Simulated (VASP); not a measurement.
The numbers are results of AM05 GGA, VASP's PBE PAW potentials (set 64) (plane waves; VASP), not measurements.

A VASP calculation is set up with these files.

KPOINTS:
```
Automatic mesh
0
Gamma
8 8 8
0 0 0
```

### INCAR
```
SYSTEM = CdF2
PREC = Accurate
ENCUT = 520
EDIFF = 1E-7
NELM = 100
ALGO = Normal
LREAL = .FALSE.
LASPH = .TRUE.
ISMEAR = -5
GGA = AM
LMAXMIX = 4
LWAVE = .FALSE.
LCHARG = .TRUE.
LORBIT = 11
NEDOS = 601
ISIF = 2
LEFG = .TRUE.
```

File POSCAR:
```
CdF2
1
    0.0000000000     2.7086348080     2.7086348080
    2.7086348080     0.0000000000     2.7086348080
    2.7086348080     2.7086348080     0.0000000000
Cd F
1 2
Direct
  1.0000000000   1.0000000000   1.0000000000
  0.2500000000   0.2500000000   0.2500000000
  0.7500000000   0.7500000000   0.7500000000
```

POTCAR, in this order: Cd F (PBE.64 set). Program: vasp_std.

Question: Estimate the energy per atom (σ→0), band gap (on the k-mesh).

Answer: 
```yaml
energy per atom (σ→0): -3.675 eV/atom
band gap (on the k-mesh): 2.97 eV
```

**OSZICAR**
```
...
DAV:   9    -0.110254931635E+02    0.97339E-02   -0.40833E-02  1236   0.253E+00    0.107E-01
DAV:  10    -0.110260890801E+02   -0.59592E-03   -0.36603E-03  1001   0.699E-01    0.112E-01
DAV:  11    -0.110262112376E+02   -0.12216E-03   -0.17505E-04  1110   0.175E-01    0.533E-02
DAV:  12    -0.110262441811E+02   -0.32944E-04   -0.15101E-04   999   0.111E-01    0.171E-02
DAV:  13    -0.110262478148E+02   -0.36337E-05   -0.76896E-06  1098   0.290E-02    0.282E-03
DAV:  14    -0.110262481955E+02   -0.38069E-06   -0.77733E-07  1010   0.711E-03    0.227E-03
DAV:  15    -0.110262481894E+02    0.60795E-08   -0.15819E-07   811   0.386E-03
   1 F= -.11026248E+02 E0= -.11026248E+02  d E =0.000000E+00
```

The compound is CdF2 in the fluorite structure. It was relaxed first.
